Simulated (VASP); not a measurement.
Data:

```
ZrSe
1.0
    3.53032     0.00000     0.00000
   -1.76516     3.05735     0.00000
    0.00000     0.00000     3.60199
Zr Se
1 1
Cartesian
  0.00000   0.00000   0.00000
  0.00000   2.03823   1.80100
```

The numbers are results of PBEsol GGA, VASP's PBE PAW potentials (set 64) (plane waves; VASP 6.6.1), not measurements. Run with 400 eV cut-off, 11×11×9 Γ-centred mesh, first-order Methfessel-Paxton smearing of 0.10 eV, potentials Zr_sv Se.

Question: Predict the energy per atom (σ→0), band gap (on the k-mesh) with the smallest direct gap where there is one.

Answer: 
band gap (on the k-mesh): none (metal, semimetal or under 0.01 eV)
energy per atom (σ→0): -7.940 eV/atom

Total energies compare only between runs with the same potentials, cut-off and functional.

The structure comes from a computed database's ZrSe entry (P-6m2); how it stands against other phases isn't given here. It was relaxed first. The start is the result of an earlier pass.
